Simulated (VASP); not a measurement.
Calculation: PBE GGA with D3 dispersion (zero damping), VASP's PBE PAW potentials (set 64) (plane waves; VASP).

The input files of a VASP run:

INCAR:
```
ALGO = Normal
EDIFF = 1E-6
EDIFFG = -0.01
ENCUT = 520
GGA = PE
IBRION = 2
ISIF = 3
ISMEAR = 0
IVDW = 11
LASPH = .True.
LCHARG = .False.
LMAXMIX = 4
LREAL = .False.
LWAVE = .False.
NELM = 100
NSW = 60
PREC = Accurate
SIGMA = 0.05
SYSTEM = KBr
```

### POSCAR
```
KBr
1
    0.0000000000     3.3431474254     3.3431474254
    3.3431474254     0.0000000000     3.3431474254
    3.3431474254     3.3431474254     0.0000000000
K Br
1 1
Direct
  0.0000000000   0.0000000000   0.0000000000
  0.5000000000   0.5000000000   0.5000000000
```

**KPOINTS**
```
Automatic mesh
0
Gamma
6 6 6
0 0 0
```

POTCAR, in this order: K_sv Br (PBE.64 set). Program: vasp_std.

The run wrote:

File OUTCAR:
```
 ion  position               nearest neighbor table
   1  0.000  0.000  0.000-
   2  0.500  0.500  0.500-
  LATTYP: Found a face centered cubic cell.
 ALAT       =     6.6862948508
 Subroutine PRICEL returns:
 Original cell was already a primitive cell.
 Subroutine GETGRP returns: Found 48 space group operations
The static configuration has the point symmetry O_h .
The dynamic configuration has the point symmetry O_h .
 Subroutine INISYM returns: Found 48 space group operations
 Subroutine IBZKPT returns following result:
 Found     16 irreducible k-points:

 Following reciprocal coordinates:
            Coordinates               Weight
  0.000000  0.000000  0.000000      1.000000
  0.166667  0.000000  0.000000      8.000000
  0.333333  0.000000  0.000000      8.000000
  0.500000  0.000000  0.000000      4.000000
  0.166667  0.166667  0.000000      6.000000
  0.333333  0.166667  0.000000     24.000000
  0.500000  0.166667  0.000000     24.000000
 -0.333333  0.166667  0.000000     24.000000
 -0.166667  0.166667  0.000000     12.000000
  0.333333  0.333333  0.000000      6.000000
  0.500000  0.333333  0.000000     24.000000
 -0.333333  0.333333  0.000000     12.000000
  0.500000  0.500000  0.000000      3.000000
  0.500000  0.333333  0.166667     24.000000
 -0.333333  0.333333  0.166667     24.000000
 -0.333333  0.500000  0.166667     12.000000
   k-points           NKPTS =     16   k-points in BZ     NKDIM =     16   number of bands    NBANDS=     12
   number of dos      NEDOS =    301   number of ions     NIONS =      2
   total plane-waves  NPLWV =  46656
   dimension x,y,z NGX =    36 NGY =   36 NGZ =   36
   dimension x,y,z NGXF=    72 NGYF=   72 NGZF=   72
   ions per type =               1   1
   PREC   = accura    normal or accurate (medium, high low for compatibility)
   ISTART =      0    job   : 0-new  1-cont  2-samecut
...
```

File OSZICAR:
```
       N       E                     dE             d eps       ncg     rms          rms(c)
DAV:   1     0.102579296788E+03    0.10258E+03   -0.69279E+03   384   0.116E+03
DAV:   2     0.395375868111E+00   -0.10218E+03   -0.94284E+02   468   0.259E+02
DAV:   3    -0.614450204808E+01   -0.65399E+01   -0.65082E+01   488   0.624E+01
DAV:   4    -0.640391373200E+01   -0.25941E+00   -0.25907E+00   692   0.109E+01
DAV:   5    -0.640525248614E+01   -0.13388E-02   -0.13387E-02   480   0.782E-01    0.292E+00
DAV:   6    -0.622482863393E+01    0.18042E+00   -0.29532E-01   472   0.280E+00    0.212E+00
DAV:   7    -0.621216427862E+01    0.12664E-01   -0.13979E-01   480   0.217E+00    0.101E+00
DAV:   8    -0.622205149929E+01   -0.98872E-02   -0.16728E-02   528   0.107E+00    0.129E-01
DAV:   9    -0.622271452613E+01   -0.66303E-03   -0.79725E-04   484   0.193E-01    0.825E-02
DAV:  10    -0.622319166891E+01   -0.47714E-03   -0.55755E-04   436   0.171E-01    0.166E-02
DAV:  11    -0.622319634565E+01   -0.46767E-05   -0.20184E-05   536   0.285E-02    0.485E-03
DAV:  12    -0.622319919824E+01   -0.28526E-05   -0.37767E-06   448   0.166E-02    0.480E-03
DAV:  13    -0.622319942681E+01   -0.22857E-06   -0.46670E-07   368   0.418E-03
   1 F= -.66444666E+01 E0= -.66444666E+01  d E =-.664447E+01
       N       E                     dE             d eps       ncg     rms          rms(c)
DAV:   1    -0.622352294278E+01   -0.32374E-03   -0.50882E-03   472   0.703E-01    0.941E-02
DAV:   2    -0.622334389200E+01    0.17905E-03   -0.42190E-04   528   0.188E-01    0.374E-02
DAV:   3    -0.622329826087E+01    0.45631E-04   -0.14883E-04   684   0.100E-01    0.275E-02
DAV:   4    -0.622329738528E+01    0.87559E-06   -0.29760E-06   528   0.122E-02
   2 F= -.66444898E+01 E0= -.66444898E+01  d E =-.231735E-04
       N       E                     dE             d eps       ncg     rms          rms(c)
DAV:   1    -0.622553284092E+01   -0.22346E-02   -0.45389E-02   420   0.210E+00    0.284E-01
DAV:   2    -0.622390092221E+01    0.16319E-02   -0.37288E-03   500   0.558E-01    0.111E-01
DAV:   3    -0.622349239726E+01    0.40852E-03   -0.13191E-03   668   0.298E-01    0.826E-02
DAV:   4    -0.622349707607E+01   -0.46788E-05   -0.29508E-05   724   0.352E-02    0.351E-02
DAV:   5    -0.622349592223E+01    0.11538E-05   -0.38341E-05   720   0.361E-02    0.641E-03
DAV:   6    -0.622349524454E+01    0.67769E-06   -0.70572E-07   336   0.981E-03
   3 F= -.66444642E+01 E0= -.66444642E+01  d E =0.244147E-05
       N       E                     dE             d eps       ncg     rms          rms(c)
DAV:   1    -0.622389066790E+01   -0.39475E-03   -0.10390E-02   424   0.101E+00    0.134E-01
DAV:   2    -0.622350580997E+01    0.38486E-03   -0.85711E-04   504   0.268E-01    0.544E-02
DAV:   3    -0.622340840012E+01    0.97410E-04   -0.31101E-04   664   0.144E-01    0.393E-02
DAV:   4    -0.622341353990E+01   -0.51398E-05   -0.67446E-06   680   0.181E-02    0.165E-02
DAV:   5    -0.622341691706E+01   -0.33772E-05   -0.88506E-06   720   0.171E-02    0.306E-03
DAV:   6    -0.622341694346E+01   -0.26401E-07   -0.16057E-07   252   0.471E-03
   4 F= -.66444911E+01 E0= -.66444911E+01  d E =-.244740E-04
```

OUTCAR:
```
------------------------ aborting loop because EDIFF is reached ----------------------------------------
 Edisp (eV)   -0.42107
  FORCE on cell =-STRESS in cart. coord.  units (eV):
  Direction    XX          YY          ZZ          XY          YZ          ZX
  --------------------------------------------------------------------------------------
  Total      -0.00473    -0.00473    -0.00473     0.00000    -0.00000    -0.00000
  in kB      -0.10092    -0.10092    -0.10092     0.00000    -0.00000    -0.00000
  external pressure =       -0.10 kB  Pullay stress =        0.00 kB
  volume of cell :       75.02
      direct lattice vectors                 reciprocal lattice vectors
     0.000000000  3.347483500  3.347483500    -0.149365934  0.149365934  0.149365934
     3.347483500 -0.000000000  3.347483500     0.149365934 -0.149365934  0.149365934
     3.347483500  3.347483500 -0.000000000     0.149365934  0.149365934 -0.149365934
  FREE ENERGIE OF THE ION-ELECTRON SYSTEM (eV)
  ---------------------------------------------------
  free  energy   TOTEN  =        -6.6444911162 eV

  energy  without entropy=       -6.6444911162  energy(sigma->0) =       -6.64449112

 reached required accuracy - stopping structural energy minimisation
```
(Selected blocks of OUTCAR.)

File CONTCAR:
```
KBr
   1.00000000000000
     0.0000000000000000    3.3474834998874266    3.3474834998874266
     3.3474834998874266   -0.0000000000000000    3.3474834998874266
     3.3474834998874266    3.3474834998874266   -0.0000000000000000
  K               Br
     1     1
Direct
     0.0000000000000000    0.0000000000000000    0.0000000000000000
     0.5000000000000000    0.5000000000000000    0.5000000000000000
```

The compound is KBr in the rock salt structure. This run relaxes it. Symmetry was kept, so distortions that lower it aren't found. The start is the result of an earlier pass.
